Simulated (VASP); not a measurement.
Consider the following.

```xyz
2
Lattice="0.0000 2.9000 2.9000 2.9000 0.0000 2.9000 2.9000 2.9000 0.0000" Properties=species:S:1:pos:R:3 pbc="T T T"
Ca     0.0000     0.0000     0.0000
Se     2.9000     2.9000     2.9000
```

All values below come from LDA (Ceperley-Alder, Perdew-Zunger), VASP's LDA PAW potentials (set 64) (plane waves; VASP 6.6.1). Numerical set-up: 400 eV cut-off, 11×11×11 Γ-centred mesh, Gaussian smearing of 0.010 eV, potentials Ca_sv Se.

The dielectric response may not be converged in the k-mesh; for small gaps it tends to come out too large.

Q: The job: CaSe (rock salt), 2 atoms, LDA, DFPT for ε, Born charges and Γ modes, 400 eV, 11×11×11 Γ-centred mesh. Roughly how much core time does it take on a busy server core?

A: About 7 core-minutes (one run on a shared machine, a rough figure). It had 56 irreducible k-points, 12 bands, up to 905 plane waves and 225 electronic steps.

The compound is CaSe in the rock salt structure. It was relaxed first, which changed the volume by -6 %.
